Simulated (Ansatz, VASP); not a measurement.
# CeCl: VASP beside Ansatz

Aim: how closely do two programs agree when they are given the same cell, functional and k mesh? The cell is invented: As first built, before any earlier steps moved the atoms (in the runner's words): it takes the SmI structure with all of its atoms replaced by other elements, volume scaled by an estimate. It may not be a known or stable phase. The cell is taken from a series of VASP runs on this material, whose earlier steps may have relaxed, scaled or displaced it; both programs get it as it stands.

Method: plane waves, with VASP 6.6.1 beside it; relaxation of cell and atoms at PBE and band structure at HSE06, in Ansatz 0.2.0.

In doubt: a part-filled 4f shell, where there is one, can sit in one of many states, so energies may not be the lowest and differences between runs may mislead; derivatives with an open 4f shell can jump between states, which bears on forces and vibrations.

## (1) The starting structure

Symmetry: P-6m2, No. 187, hexagonal system. The conventional cell has a = 3.514 Å, b = 3.514 Å, c = 4.470 Å, α = 90.00°, β = 90.00°, γ = 120.00°. Ce has 6 Cl at 3.02 Å nearest. Nearest to Cl lie 6 Ce at 3.02 Å. As first built, before any earlier steps moved the atoms (in the runner's words): sites of the SmI structure (space group 187) filled with other elements, volume scaled by an estimate. Farther neighbours and most contacts between anions are not listed.

## (2) Ansatz: relaxation of cell and atoms, PBE

Ansatz runs on its default PAW (the set named soft_2) files.

The relaxed volume is the usual yardstick between codes: its relative difference is about their pressure difference at one cell divided by the bulk modulus.

input.yaml reads:

```yaml
crystal:
  lattice:
    - [3.5137458711, 0.0, 0.0]
    - [-1.7568729355, 3.0429932333, 0.0]
    - [0.0, 0.0, 4.4702765051]
  atoms:
    - { symbol: Ce, position: [0.0, 0.0, 0.0], spin: 1.0 }
    - { symbol: Cl, position: [0.33333333, 0.66666667, 0.5] }
hamiltonian:
  xc: pbe
  pseudopotentials: { kind: paw }
magnetization:
  spin_polarized: true
kpoints:
  mp_grid: { grid: [9, 9, 6] }
scf:
  occupations: { method: fermi_dirac, width: 0.05 }
relax:
  f_tol: 0.01
  max_steps: 60
  cell: { stress_tol: 0.05 }
output:
  forces: true
  stress: true
```

On the command line:

```console
$ ansatz run input.yaml --threads 4 --pin off --max-ram 9216MiB --backend cpu --events-out ev --progress --plain --runs-dir out
```

Numbers of over 12 decimals in the logs are rounded to 6 here.

The log of the run:

```text
band count auto-derived: 20 (N_el = 19.0; filled up to band 10; 14 by the electrons, moments and atoms)
Engine: ansatz 0.2.0, x86_64-unknown-linux-gnu
Pseudopotentials: kind: paw
Pseudopotential: Ce, paw, valence charge 12, recommended cutoff 420 eV (normal), Ce.paw.azcp
Pseudopotential: Cl, paw, valence charge 7, recommended cutoff 420 eV (normal), Cl.paw.azcp
Functional definition: PBE
  parameter kappa = 0.804
  parameter beta = 0.066725
  exchange = pbe_x(kappa = kappa, mu = beta*pi^2/3)
  correlation = pbe_c(beta = beta)
Crystal: 2 atoms, lattice volume = 47.798 Å³
Basis set: ecut = 420 eV, 945 PW (Γ), exchange–correlation on 48×48×60 points (8 copies of the dense FFT grid, shifted against one another)
Bands: 20, of which v1, the nominal top of the filled ones, is band 10 counted from 1 (9 counted from 0)
Symmetry: 12 space group operations
Space group: P-6m2 (ITA 187), of the structure as read, at distance tolerance 3.6e-5 Å
Magnetic group: BNS 187.209 (UNI 1439), of the structure as read, at distance tolerance 3.6e-5 Å
k-points: 48 of 486 (time reversal used)
Non-local potential: Ce, projectors of the file, l = 0: 3, l = 1: 2, l = 2: 2, l = 3: 3
Non-local potential: Cl, projectors of the file, l = 0: 2, l = 1: 2, l = 2: 2
PAW form: soft (Blöchl's): semilocal exchange-correlation on the pseudo side does not see the compensation charge
PAW one-centre angular grid: Ce, 590 points (default); XC on 64 Gauss nodes
PAW one-centre angular grid: Cl, 110 points (default); XC on 64 Gauss nodes
Initial density: superposition of atomic densities (chi_scale 0.1, normalization cell, long waves kept (reshape's long-wave potential 0.00 eV rms))
Starting moments: Σ|m| = 1 μB on 1 of 2 sites
Initial wavefunctions: pseudopotential atomic-orbital guess
Functional: x = pbe(κ = 0.804, μ = 0.219515), c = pbe(β = 0.066725)
SCF iter   1: F=—  HF=-7661.008501 eV  |F-HF|=—  |Δ(HF+E_count)|=         —  Δρ=8.41e-2 (↑7.52e-2 ↓8.41e-2)  dr2=1.09e1  dr2_m=3.12e-1  M=0.317 μB ∫|m|=0.347 μB  β_m=0.30  ethr=3.10e-3  ⟨swp⟩=5.9  Hψ=9256  notcnv=0
Mixer restart at iter 1: flushing history
preconditioner: auto → none  [metal: Δε(μ)=0.004 eV  Ē_g=11.467 eV  σ=0.050 eV  W_gap=0.02  n_scr=8 (ndim 8)  ℏωp=22.1 eV  f_vac=0.001  D(μ)=4.15/eV (n_scr^D=52)  sad-step TF]
SCF iter   2: F=—  HF=-7659.295914 eV  |F-HF|=—  |Δ(HF+E_count)|=    1.71e0  Δρ=5.89e-2 (↑4.61e-2 ↓5.89e-2)  dr2=5.03e0  dr2_m=1.30e-1  M=0.404 μB ∫|m|=0.423 μB  β_m=0.56  ethr=3.10e-3  ⟨swp⟩=3.6  Hψ=4764  notcnv=0
SCF iter   3: F=—  HF=-7657.647948 eV  |F-HF|=—  |Δ(HF+E_count)|=    1.65e0  Δρ=1.75e-2 (↑1.75e-2 ↓1.42e-2)  dr2=9.14e-2  dr2_m=9.09e-2  M=0.798 μB ∫|m|=0.800 μB  β_m=0.71  ethr=3.10e-3  ⟨swp⟩=3.3  Hψ=5157  notcnv=0
SCF iter   4: F=—  HF=-7657.733373 eV  |F-HF|=—  |Δ(HF+E_count)|=   8.54e-2  Δρ=1.06e-2 (↑1.06e-2 ↓9.60e-3)  dr2=7.51e-2  dr2_m=3.36e-2  M=0.978 μB ∫|m|=0.979 μB  β_m=0.81  ethr=4.81e-4  ⟨swp⟩=3.3  Hψ=5163  notcnv=0
SCF iter   5: F=—  HF=-7657.735005 eV  |F-HF|=—  |Δ(HF+E_count)|=   1.63e-3  Δρ=1.18e-2 (↑1.18e-2 ↓4.00e-3)  dr2=4.31e-2  dr2_m=2.45e-2  M=1.120 μB ∫|m|=1.124 μB  β_m=0.75  ethr=3.95e-4  ⟨swp⟩=2.9  Hψ=3994  notcnv=0
SCF iter   6: F=—  HF=-7657.764316 eV  |F-HF|=—  |Δ(HF+E_count)|=   2.93e-2  Δρ=1.83e-3 (↑1.83e-3 ↓1.47e-3)  dr2=1.51e-3  dr2_m=8.81e-4  M=1.187 μB ∫|m|=1.192 μB  β_m=0.82  ethr=2.27e-4  ⟨swp⟩=3.0  Hψ=4659  notcnv=0
SCF iter   7: F=—  HF=-7657.771483 eV  |F-HF|=—  |Δ(HF+E_count)|=   7.17e-3  Δρ=1.68e-3 (↑1.68e-3 ↓4.33e-4)  dr2=1.07e-3  dr2_m=4.20e-4  M=1.225 μB ∫|m|=1.232 μB  β_m=0.91  ethr=7.97e-6  ⟨swp⟩=2.0  Hψ=4118  notcnv=0
SCF iter   8: F=—  HF=-7657.775349 eV  |F-HF|=—  |Δ(HF+E_count)|=   3.87e-3  Δρ=7.98e-4 (↑7.98e-4 ↓2.27e-4)  dr2=2.65e-4  dr2_m=8.23e-5  M=1.254 μB ∫|m|=1.262 μB  β_m=0.96  ethr=5.65e-6  ⟨swp⟩=2.1  Hψ=3831  notcnv=0  defer=1
SCF iter   9: F=—  HF=-7657.776191 eV  |F-HF|=—  |Δ(HF+E_count)|=   8.42e-4  Δρ=2.01e-4 (↑2.01e-4 ↓6.38e-5)  dr2=1.20e-5  dr2_m=5.21e-6  M=1.266 μB ∫|m|=1.274 μB  β_m=0.98  ethr=1.39e-6  ⟨swp⟩=2.0  Hψ=3759  notcnv=0  defer=1
SCF iter  10: F=—  HF=-7657.781709 eV  |F-HF|=—  |Δ(HF+E_count)|=   5.52e-3  Δρ=5.88e-5 (↑5.88e-5 ↓4.39e-5)  dr2=2.83e-6  dr2_m=6.58e-7  M=1.269 μB ∫|m|=1.277 μB  β_m=0.99  ethr=6.32e-8  ⟨swp⟩=2.0  Hψ=3406  notcnv=0  defer=1
SCF iter  11: F=—  HF=-7657.781712 eV  |F-HF|=—  |Δ(HF+E_count)|=   3.30e-6  Δρ=3.89e-5 (↑3.89e-5 ↓1.01e-5)  dr2=6.58e-7  dr2_m=1.99e-7  M=1.268 μB ∫|m|=1.276 μB  β_m=0.99  ethr=1.49e-8  ⟨swp⟩=2.1  Hψ=2770  notcnv=0  defer=1
SCF iter  12: F=—  HF=-7657.781713 eV  |F-HF|=—  |Δ(HF+E_count)|=   8.07e-7  Δρ=1.02e-5 (↑1.02e-5 ↓6.53e-6)  dr2=5.55e-8  dr2_m=1.81e-8  M=1.268 μB ∫|m|=1.276 μB  β_m=1.00  ethr=3.46e-9  ⟨swp⟩=2.0  Hψ=2971  notcnv=0  defer=1
SCF iter  13: F=—  HF=-7657.781713 eV  |F-HF|=—  |Δ(HF+E_count)|=   1.84e-7  Δρ=5.90e-6 (↑5.90e-6 ↓2.85e-6)  dr2=1.78e-8  dr2_m=5.27e-9  M=1.268 μB ∫|m|=1.276 μB  β_m=1.00  ethr=2.92e-10  ⟨swp⟩=2.0  Hψ=2881  notcnv=0  defer=1
iter 14 did not close the SCF: its close was put off for a magnetic moment that had not settled (scf_convergence_deferred on its scf_iter line)
SCF iter  14: F=-7657.781713 eV  HF=-7657.781713 eV  |F-HF|=3.51e-8  |Δ(HF+E_count)|=   5.99e-8  Δρ=9.53e-6 (↑9.53e-6 ↓1.72e-6)  dr2=4.11e-8  dr2_m=1.04e-8  M=1.268 μB ∫|m|=1.276 μB  β_m=0.99  ethr=9.36e-11  ⟨swp⟩=2.2  Hψ=6309  notcnv=0
SCF iter  15: F=-7657.781713 eV  HF=-7657.781713 eV  |F-HF|=3.54e-9  |Δ(HF+E_count)|=   2.14e-9  Δρ=2.88e-6 (↑2.88e-6 ↓3.10e-7)  dr2=4.06e-9  dr2_m=8.34e-10  M=1.268 μB ∫|m|=1.276 μB  ethr=9.36e-11  ⟨swp⟩=2.3  Hψ=5404  notcnv=0
SCF 1 converged in 15 iterations: F = -7657.781713 eV  dr2 = 4.06e-9
  greatest PAW one-centre occupation: 0.980 electrons in one spin orbital (limit 2), on the Ce atom at site 0 (counted from 0), in its partial waves of l = 0
relax step   1: F+E_penalty+E_count = -7657.78171288 eV  Δ(F+E_penalty+E_count) = +0.000e0 eV  max|allowed force component| = 2.313e-17 eV/Å  Δτ_max = 0.0000 Å  P = +0.284 GPa  Ω = 47.798 Å³  (15 SCF iters, dr2 threshold 1.00e-7 eV, accepted)
[...]
relax step   2: F+E_penalty+E_count = -7657.78199439 eV  Δ(F+E_penalty+E_count) = -2.815e-4 eV  max|allowed force component| = 1.388e-17 eV/Å  Δτ_max = 0.0000 Å  P = -0.024 GPa  Ω = 48.135 Å³  energy of the carried Pulay correction = -1.738e-5 eV  (9 SCF iters, dr2 threshold 2.00e-7 eV, accepted)
[...]
relax step   3: F+E_penalty+E_count = -7657.78201247 eV  Δ(F+E_penalty+E_count) = -1.808e-5 eV  max|allowed force component| = 2.776e-17 eV/Å  Δτ_max = 0.0000 Å  P = -0.024 GPa  Ω = 48.135 Å³  stress off target by 2.62e-2 GPa  SCF on the basis re-selected at this cell (its energy is not comparable with the rows above)  (7 SCF iters)
basis re-selected at this cell: Δ(F+E_penalty+E_count) = -1.808e-5 eV, ΔP = -0.000 GPa vs the last step (what re-selecting the basis moved, of the pressure what is left beyond the Pulay correction that the steps carried, after the strain that the cell walked since its last selection, with what the two solves' SCF thresholds leave and, on support functions, any second-order correction that the steps lacked; it is no m [...]
SCF converged after 7 iterations
Magnetization: 1.2758 μB (10.1379 up, 8.8621 down)
Absolute magnetization: 1.2840 μB (∫|ρ↑−ρ↓|, with the PAW one-centre terms)
Spin contamination: 0.0035 ħ² per cell (⟨S²⟩ above its minimum at these occupations)
Per-site moments (μB) at R_I (Å): [(1.019040, 1.247445), (0.012634, 1.247445)]
Free energy (F): -7657.782012 eV
Harris-Foulkes:  -7657.782012 eV  (|F-HF|=4.55e-12)
Internal energy: -7657.742132 eV  (E = F + TS)
E sigma→0 (E₀):  -7657.762072 eV
Entropy (-TS):   -0.039881 eV (-19.940 meV/atom)
Fermi energy:    12.787902 eV
--- Per-component energies (eV) ---
  E_band       = -6.946881
  E_kinetic    = 529.506180
  E_local      = -548.126158  (includes V_loc(G=0)·N_el)
  E_nonlocal   = -4.611578
  E_hartree    = 174.242502
  E_xc         = -328.840025
  E_vxc        = -368.102526  (∫ρ·V_xc dr)
  E_paw        = -6141.133623  (= ΣΔE_a)
  E_vpaw       = 35.902141  (= ΣTr[D̂ρ^β])
  E_aug_tail   = 0.000090  (compensation charges beyond the density's cutoff)
  E_ewald      = -1338.779519
  E_smearing   = -0.039881  (= −TS)
  E_closure    = 0.000000  (closes the sum)
  Σ components = -7657.782012   (vs F -7657.782012, Δ=0.00e0)
--- Forces (eV/Å), atoms counted from 1 ---
  atom   1  Ce     0.00000000     0.00000000     0.00000000
  atom   2  Cl    -0.00000000     0.00000000     0.00000000
  max |Σ_I F_I| component: 5.55e-17 eV/Å
--- Stress (GPa, compression-positive) ---
       -0.023313      -0.000000       0.000000
       -0.000000      -0.023313       0.000000
        0.000000       0.000000      -0.026167
  P = ⅓ Tr σ = -0.0243 GPa (-0.243 kbar)
--- Relaxed structure (2 steps of the walk, 2 accepted, 1 SCFs on fresh bases) ---
  F+E_penalty+E_count = -7657.78201247 eV   max|allowed force component| = 2.776e-17 eV/Å   (the final SCF, on the basis selected at the relaxed cell)
  cell:  # Å, volume = 48.1347 Å³
    - [3.524640, -2.895711219503765e-11, 0.0]
    - [-1.762320, 3.052428, 0.0]
    - [0.0, 0.0, 4.474019]
  atoms:
    - { symbol: Ce, position: [-1.8503717008154225e-17, 1.8503717008154225e-17, 0.0] }
    - { symbol: Cl, position: [0.333333, 0.666667, 0.5] }
```

The job ended after 6 s (4 threads of AMD EPYC 9R14 (Zen 4), shared host; peak memory 0.49 GiB).

[end of part 1 of 2]

[Lines on the potential files, build, host, timing and source positions are cut from VASP's logs without a mark.]

[Logs are printed without paths, hosts, clocks, repeated set-up lines and the standing remarks that a program may print on its own settings, such as how far it seeks lower states.]

[Hosts, paths, dates, database ids (printed as entryN), source tags and the programs' standing remarks are cut or masked in the printed files.]
